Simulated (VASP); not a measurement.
Given:

```xyz
4
Lattice="3.7704 0.0000 0.0000 0.0000 3.6933 0.0000 0.0000 0.0000 4.7863" Properties=species:S:1:pos:R:3 pbc="T T T"
Sn     1.8852     0.0000     3.6472
Sn     0.0000     1.8467     1.1391
O      1.8852     1.8467     0.0000
O      0.0872     0.0000     0.0000
```

Method: PBE GGA, VASP's PBE PAW potentials (set 64) (plane waves; VASP 6.6.1). Numerical set-up: ADDGRID = .TRUE., 520 eV cut-off, 5×6×4 Γ-centred mesh, Gaussian smearing of 0.050 eV, potentials Sn_d O.

**Question.** Predict the energy per atom (σ→0), pressure, largest force.

**Answer.** 
```
Property                        Value
---------------------  --------------
energy per atom (σ→0)  -5.617 eV/atom
pressure                    10.67 GPa
largest force              1.303 eV/Å
```

Only differences to runs with the same potentials and settings are physical.

The compound is SnO in the litharge structure. The cell was not relaxed at this level. The run is one of a series of settings (ADDGRID = .TRUE. against the base run), some of them coarse on purpose.
